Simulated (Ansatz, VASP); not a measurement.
Two plane-wave programs on Be5I2

INCAR

```
SYSTEM = Be5I2
PREC     = Accurate       ! precision mode
ENCUT    = 520            ! plane-wave cutoff, eV
EDIFF    = 1E-6           ! SCF threshold, eV
ISMEAR   = 0              ! smearing method
SIGMA    = 0.1            ! smearing width, eV
LREAL    = .False.        ! projectors in reciprocal space
LASPH    = .True.         ! aspherical terms in the spheres
NELM     = 80             ! most SCF steps
ALGO     = Normal         ! electronic algorithm
ISIF     = 2              ! what is computed and relaxed
LWAVE    = .False.        ! write WAVECAR
LCHARG   = .False.        ! write CHGCAR
GGA      = PE             ! functional
NBANDS   = 21             ! bands
```

Contents of KPOINTS:

```
Automatic mesh
0
Gamma
  4 4 4
  0 0 0
```

The input POSCAR:

```
Be5I2
1.0
    4.8283671100      0.0000000000      0.0000000000
    0.0000000000      4.8283671100      0.0000000000
    0.0000000000      0.0000000000      6.3258287900
Be I
5 2
Direct
    0.7387093600      0.0000000000      0.5000000000
    0.2612906400      0.0000000000      0.5000000000
    0.0000000000      0.7387093600      0.5000000000
    0.0000000000      0.2612906400      0.5000000000
    0.0000000000      0.0000000000      0.0000000000
    0.0000000000      0.0000000000      0.2415331100
    0.0000000000      0.0000000000      0.7584668900
```

Input for Ansatz:

```yaml
crystal:
  lattice:
    - [4.82836711, 0.0, 0.0]
    - [0.0, 4.82836711, 0.0]
    - [0.0, 0.0, 6.32582879]
  atoms:
    - { symbol: Be, position: [0.73870936, 0.0, 0.5] }
    - { symbol: Be, position: [0.26129064, 0.0, 0.5] }
    - { symbol: Be, position: [0.0, 0.73870936, 0.5] }
    - { symbol: Be, position: [0.0, 0.26129064, 0.5] }
    - { symbol: Be, position: [0.0, 0.0, 0.0] }
    - { symbol: I, position: [0.0, 0.0, 0.24153311] }
    - { symbol: I, position: [0.0, 0.0, 0.75846689] }
basis:
  ecutwfc: 420
kpoints:
  mp_grid: { grid: [4, 4, 4] }
hamiltonian:
  xc: pbe
scf:
  occupations: { method: gaussian, width: 0.1 }
  lower_state_search: "off"
output:
  forces: true
  stress: true
  eigenvalues: true
```

Alike in both runs: task single point; functional PBE; k mesh 4 × 4 × 4; occupations gaussian, width 0.1 eV; no spin polarisation.

|  | VASP | Ansatz |
| --- | --- | --- |
| version | VASP 6.6.1 | Ansatz 0.2.0 |
| potentials or method | VASP PAW PBE potentials, release 64 (Be, I) | scalar-relativistic, plane waves, PAW |
| plane-wave cutoff (eV) | 520 | 420 |
| valence electrons in the cell | 24 | 44 |

```csv
,VASP,Ansatz,Ansatz less VASP
gap on the k mesh at the Fermi level (eV),none,none,-
rms of the force components (eV/Å),6.801,6.889,+0.0880
```

Atom by atom the forces differ by 0.114 eV/Å (rms over components). A gap of «none» marks a metal or a gap that the smearing closes. The two sets of potentials don't hold the same shells in valence.

Caveats: forces of over 1 eV/Å show positions far from the minimum, so gaps and moduli don't describe the material at rest. Spin-orbit coupling is left out, which matters for the levels of I.
